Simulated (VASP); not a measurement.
Consider the following.

```xyz
2
Lattice="0.0000 2.1669 2.1669 2.1669 0.0000 2.1669 2.1669 2.1669 0.0000" Properties=species:S:1:pos:R:3 pbc="T T T"
Nb     0.0000     0.0000     0.0000
N      2.1669     2.1669     2.1669
```

The numbers are results of optB88-vdW, VASP's PBE PAW potentials (set 64) (plane waves; VASP 6.6.1), not measurements. Numerical set-up: 520 eV cut-off, 14×14×14 Γ-centred mesh, first-order Methfessel-Paxton smearing of 0.10 eV, potentials Nb_sv N.

Predict the energy per atom (σ→0), pressure, band gap (on the k-mesh) with the smallest direct gap where there is one.

```yaml
band gap (on the k-mesh): none (metal, semimetal or under 0.01 eV)
energy per atom (σ→0): -8.148 eV/atom
pressure: 22.01 GPa
```

Total energies compare only between runs with the same potentials, cut-off and functional.

The compound is NbN in the rock salt structure, the cubic δ form, which competes with hexagonal ones. This cell is one point of a volume scan, at 0.94 of the reference volume. VASP warned that the highest band is occupied, so more bands are needed.
